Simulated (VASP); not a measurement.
Output of a VASP run:

File OSZICAR:
```
       N       E                     dE             d eps       ncg     rms          rms(c)
DAV:   1     0.323711335498E+03    0.32371E+03   -0.22764E+04  7856   0.275E+03
DAV:   2     0.229488880993E+02   -0.30076E+03   -0.29646E+03  8121   0.506E+02
DAV:   3    -0.126125277537E+02   -0.35561E+02   -0.35353E+02  8716   0.142E+02
DAV:   4    -0.135839466014E+02   -0.97142E+00   -0.97271E+00  8720   0.279E+01
DAV:   5    -0.136049124262E+02   -0.20966E-01   -0.21057E-01  9281   0.408E+00    0.282E+00
DAV:   6    -0.134356590690E+02    0.16925E+00   -0.36909E-01  9379   0.884E+00    0.146E+00
DAV:   7    -0.133987958939E+02    0.36863E-01   -0.84789E-02 10810   0.325E+00    0.364E-01
DAV:   8    -0.133953438959E+02    0.34520E-02   -0.17447E-02  8527   0.154E+00    0.495E-02
DAV:   9    -0.133954238456E+02   -0.79950E-04   -0.10597E-03  9011   0.373E-01    0.269E-02
DAV:  10    -0.133954096502E+02    0.14195E-04   -0.27153E-04  8993   0.205E-01    0.758E-03
DAV:  11    -0.133954113058E+02   -0.16556E-05   -0.51356E-05  9047   0.952E-02    0.413E-03
DAV:  12    -0.133954103871E+02    0.91871E-06   -0.79912E-06  9478   0.325E-02    0.582E-04
DAV:  13    -0.133954098752E+02    0.51192E-06   -0.96861E-07 10246   0.754E-03    0.438E-04
DAV:  14    -0.133954096460E+02    0.22919E-06   -0.40885E-08  4962   0.192E-03    0.170E-04
DAV:  15    -0.133954097860E+02   -0.14004E-06   -0.11772E-08  4540   0.813E-04    0.680E-05
DAV:  16    -0.133954097584E+02    0.27585E-07   -0.33705E-09  4400   0.521E-04
   1 F= -.13395410E+02 E0= -.13395410E+02  d E =0.000000E+00
```

OUTCAR:
```
------------------------ aborting loop because EDIFF is reached ----------------------------------------
  FORCE on cell =-STRESS in cart. coord.  units (eV):
  Direction    XX          YY          ZZ          XY          YZ          ZX
  --------------------------------------------------------------------------------------
  Total       -0.0221099      0.1702705     -0.0674260      0.0000000     -0.0000000      0.0000000
  in kB       -0.4687863      3.6101637     -1.4296019      0.0000000     -0.0000000      0.0000000
  external PRESSURE =       0.5705918 kB  Pullay stress =       0.0000000 kB
  volume of cell :       75.57
      direct lattice vectors                 reciprocal lattice vectors
     2.201430079 -3.793076307  0.000000000     0.227125088 -0.131819125  0.000000000
     2.201430079  3.793076307  0.000000000     0.227125088  0.131819125  0.000000000
     0.000000000  0.000000000  4.524771931     0.000000000  0.000000000  0.221005614
 POSITION                                       TOTAL-FORCE (eV/Angst)
 -----------------------------------------------------------------------------------
      2.20143      2.61327      4.15209         0.000000      0.007640     -0.006683
      2.20143      1.17981      1.88970         0.000000     -0.007640     -0.006683
      2.20143     -1.17981      2.63507         0.000000      0.007640      0.006683
      2.20143     -2.61327      0.37269         0.000000     -0.007640      0.006683
 -----------------------------------------------------------------------------------
    total drift:                               -0.000000     -0.000000      0.000000
  FREE ENERGIE OF THE ION-ELECTRON SYSTEM (eV)
  ---------------------------------------------------
  free  energy   TOTEN  =       -13.3954097584 eV

  energy  without entropy=      -13.3954097584  energy(sigma->0) =      -13.39540976

 total charge

# of ion       s       p       d       tot
------------------------------------------
    1        0.950   0.743   9.962  11.654
    2        0.950   0.743   9.962  11.654
    3        0.950   0.743   9.962  11.654
    4        0.950   0.743   9.962  11.654
--------------------------------------------------
tot          3.798   2.973  39.846  46.618
```
(Selected blocks of OUTCAR.)

**POSCAR**
```
Ga
1
    2.2014300792    -3.7930763073     0.0000000000
    2.2014300792     3.7930763073     0.0000000000
    0.0000000000    -0.0000000000     4.5247719308
Ga
4
Direct
  0.1555209158   0.8444790842   0.9176342126
  0.3444790842   0.6555209158   0.4176342126
  0.6555209158   0.3444790842   0.5823657874
  0.8444790842   0.1555209158   0.0823657874
```

Q: Reconstruct the remaining input files.

A: One answer among several that fit: the input of the run itself, PBEsol GGA, plane waves, VASP's PBE PAW potentials (set 64).

KPOINTS:
```
K-points
0
G
9 9 8
```

### INCAR
```
! general
SYSTEM  = Ga
PREC    = Accurate
ENCUT   = 400
LREAL   = .FALSE.
LASPH   = .TRUE.

! electronic loop
EDIFF   = 1E-7
NELM    = 100
ALGO    = Normal
LMAXMIX = 4

! smearing
ISMEAR  = -5

! functional
GGA     = PS

! ions
ISIF    = 2

! output
LWAVE   = .FALSE.
LCHARG  = .TRUE.
LORBIT  = 11
NEDOS   = 601
```

POTCAR, in this order: Ga_d (PBE.64 set). Program: vasp_std.

For a metal the tetrahedron method with Blöchl corrections gives inexact stress and forces.

The compound is Ga in the alpha structure. It was relaxed first.
